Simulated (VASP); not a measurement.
These are r2SCAN meta-GGA, VASP's PBE PAW potentials (set 64) (plane waves; VASP) values and carry that method's errors. For the first row: Run with 400 eV cut-off, 7×7×2 Γ-centred mesh, tetrahedra with Blöchl corrections, potentials In_d Se.

| system | energy (eV/atom) |
|---|---|
| InSe (space group P6_3/mmc) | -19.1194 |
| In (bct) | -22.5729 |
| Se (trig) | -14.3080 |

The references are the elements' solids at the same level; no temperature or zero-point terms are added.

**Question.** What is the formation energy per atom of InSe?

**Answer.** The references average (4×(-22.5729) + 4×(-14.3080))/8 = -18.4404 eV, so the formation energy is -19.1194 − (-18.4404) = -0.679 eV/atom.
